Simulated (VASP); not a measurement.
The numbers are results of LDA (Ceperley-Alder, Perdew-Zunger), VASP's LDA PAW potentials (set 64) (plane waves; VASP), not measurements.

VASP ran on this input.

**INCAR**
```
SYSTEM = Zr
PREC = Accurate
ENCUT = 520
EDIFF = 1E-6
NELM = 100
ALGO = Normal
LREAL = .FALSE.
LASPH = .TRUE.
ISMEAR = 1
SIGMA = 0.1
LMAXMIX = 4
LWAVE = .FALSE.
LCHARG = .FALSE.
IBRION = 2
ISIF = 3
NSW = 60
EDIFFG = -0.01
```

POSCAR:
```
Zr
1
    1.5718026909    -2.7224420702    -0.0000000000
    1.5718026909     2.7224420702     0.0000000000
   -0.0000000000    -0.0000000000     5.0965719717
Zr
2
Direct
  0.3333330000   0.6666670000   0.2500000000
  0.6666670000   0.3333330000   0.7500000000
```

KPOINTS:
```
Automatic mesh
0
Gamma
12 12 7
0 0 0
```

POTCAR, in this order: Zr_sv (LDA.64 set). Program: vasp_std.

Output of the run:

File OSZICAR:
```
       N       E                     dE             d eps       ncg     rms          rms(c)
DAV:   1     0.214195162780E+03    0.21420E+03   -0.13779E+04  2432   0.151E+03
DAV:   2    -0.500592366072E+01   -0.21920E+03   -0.21726E+03  3096   0.417E+02
DAV:   3    -0.190222913732E+02   -0.14016E+02   -0.13922E+02  4600   0.785E+01
DAV:   4    -0.192681988048E+02   -0.24591E+00   -0.24589E+00  2656   0.118E+01
DAV:   5    -0.192755052219E+02   -0.73064E-02   -0.73062E-02  3872   0.134E+00    0.163E+01
DAV:   6    -0.186913767949E+02    0.58413E+00   -0.88835E-01  2552   0.822E+00    0.667E+00
DAV:   7    -0.185762985075E+02    0.11508E+00   -0.58259E-01  3552   0.566E+00    0.106E+00
DAV:   8    -0.185791854542E+02   -0.28869E-02   -0.36242E-02  3240   0.169E+00    0.256E-01
DAV:   9    -0.185793898689E+02   -0.20441E-03   -0.11850E-03  2992   0.365E-01    0.364E-02
DAV:  10    -0.185793704577E+02    0.19411E-04   -0.37444E-05  3560   0.485E-02    0.241E-02
DAV:  11    -0.185793709238E+02   -0.46612E-06   -0.85089E-06  2608   0.392E-02
   1 F= -.18579371E+02 E0= -.18579891E+02  d E =-.185794E+02
```

OUTCAR:
```
------------------------ aborting loop because EDIFF is reached ----------------------------------------
  FORCE on cell =-STRESS in cart. coord.  units (eV):
  Direction    XX          YY          ZZ          XY          YZ          ZX
  --------------------------------------------------------------------------------------
  Total        0.0088894      0.0088894      0.0121340     -0.0000000      0.0000000      0.0000000
  in kB        0.3265276      0.3265276      0.4457082     -0.0000000      0.0000000      0.0000000
  external PRESSURE =       0.3662545 kB  Pullay stress =       0.0000000 kB
  volume of cell :       43.62
      direct lattice vectors                 reciprocal lattice vectors
     1.571802691 -2.722442070  0.000000000     0.318106085 -0.183658637  0.000000000
     1.571802691  2.722442070  0.000000000     0.318106085  0.183658637  0.000000000
     0.000000000  0.000000000  5.096571972     0.000000000  0.000000000  0.196210317
 POSITION                                       TOTAL-FORCE (eV/Angst)
 -----------------------------------------------------------------------------------
      1.57180      0.90748      1.27414        -0.000000      0.000000      0.000000
      1.57180     -0.90748      3.82243         0.000000     -0.000000      0.000000
 -----------------------------------------------------------------------------------
    total drift:                               -0.000000      0.001101     -0.000018
  FREE ENERGIE OF THE ION-ELECTRON SYSTEM (eV)
  ---------------------------------------------------
  free  energy   TOTEN  =       -18.5793709238 eV

  energy  without entropy=      -18.5809325963  energy(sigma->0) =      -18.57989148

 reached required accuracy - stopping structural energy minimisation
```
(Selected blocks of OUTCAR.)

OUTCAR:
```
 val. band max:        9.5229291220   @ k =   0.3333   0.2500   0.2857

 cond. band min:       9.5736268599   @ k =   0.2500   0.1667   0.4286


 Fermi energy:         9.5484886631

 k-point     1 :       0.0000    0.0000    0.0000
  band No.  band energies     occupation
      1     -38.9024      2.00000
      2     -38.7083      2.00000
      3     -17.6835      2.00000
      4     -16.5995      2.00000
      5     -16.5995      2.00000
      6     -16.4672      2.00000
      7     -16.4399      2.00000
      8     -16.4399      2.00000
      9       3.8044      2.00000
     10       6.3221      2.00000
     11      10.3868     -0.00000
     12      10.4091     -0.00000
     13      10.4092     -0.00000
     14      10.9181     -0.00000
     15      11.1212     -0.00000
     16      11.1212     -0.00000

 k-point     2 :       0.0833    0.0000    0.0000
  band No.  band energies     occupation
      1     -38.8915      2.00000
      2     -38.7031      2.00000
      3     -17.6571      2.00000
      4     -16.6623      2.00000
      5     -16.6193      2.00000
      6     -16.5046      2.00000
      7     -16.4773      2.00000
      8     -16.4484      2.00000
      9       4.0178      2.00000
     10       6.5213      2.00000
     11       9.8957     -0.00001
     12      10.4676     -0.00000
     13      10.6086     -0.00000
     14      10.7778     -0.00000
     15      10.9474     -0.00000
     16      11.3100     -0.00000

 k-point     3 :       0.1667    0.0000    0.0000
  band No.  band energies     occupation
      1     -38.8611      2.00000
      2     -38.6896      2.00000
      3     -17.5816      2.00000
      4     -16.8334      2.00000
      5     -16.6762      2.00000
      6     -16.6714      2.00000
      7     -16.5082      2.00000
      8     -16.4734      2.00000
      9       4.6110      2.00000
     10       7.0192      2.00000
     11       9.3071      2.00337
     12       9.5197      1.46522
     13      10.4664     -0.00000
...
```

The compound is Zr in the hcp structure. It was relaxed first, which changed the volume by -6 %. The start is the result of an earlier pass.
